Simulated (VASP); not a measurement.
Consider the following.

```
MgSe
1.0
    4.22147     0.00000     0.00000
   -2.11074     3.65590     0.00000
    0.00000     0.00000     6.81672
Mg Se
2 2
Direct
  0.66667   0.33333   0.49831
  0.33333   0.66667   0.99831
  0.66667   0.33333   0.87669
  0.33333   0.66667   0.37669
```

Computed with LDA (Ceperley-Alder, Perdew-Zunger), VASP's LDA PAW potentials (set 64) (plane waves; VASP). Numerical set-up: 300 eV cut-off, 5×5×3 Γ-centred mesh, Gaussian smearing of 0.010 eV, potentials Mg Se.

Question: What does the run give for the energy per atom (σ→0), pressure?

Answer: 
| Quantity | Value |
|---|---|
| energy per atom (σ→0) | -4.232 eV/atom |
| pressure | -1.95 GPa |

Total energies compare only between runs with the same potentials, cut-off and functional.

The structure comes from a computed database's MgSe entry (P6_3mc); how it stands against other phases isn't given here. The cell was not relaxed at this level.
